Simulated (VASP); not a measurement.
Input:

```xyz
2
Lattice="0.0000 2.0600 2.0600 2.0600 0.0000 2.0600 2.0600 2.0600 0.0000" Properties=species:S:1:pos:R:3 pbc="T T T"
V      0.0000     0.0000     0.0000
N      2.0600     2.0600     2.0600
```

Method: PBE GGA, VASP's PBE PAW potentials (set 64) (plane waves; VASP). Run with 520 eV cut-off, Gaussian smearing of 0.050 eV, potentials V_sv N.

Give the energies of bands 6 to 12 at the high-symmetry points, in eV from the Fermi level.

```tsv
band	Γ	X	U	L	W
6	-2.21	-6.64	-6.50	-8.88	-6.20
7	-2.21	-3.80	-6.49	-6.07	-6.20
8	-2.21	-3.64	-5.01	-6.07	-5.95
9	-1.51	-3.64	-1.16	0.61	0.15
10	-1.51	0.53	0.87	0.61	0.15
11	-1.51	1.23	1.32	1.48	1.23
12	-0.45	1.23	2.67	5.02	2.17
```

It has no gap at this level: it comes out as a metal or semimetal.

The compound is VN in the rock salt structure, which distorts at low temperature. It was relaxed first. The run is not spin-polarised, so no magnetic state was tried. VASP warned that the highest band is occupied, so more bands are needed.
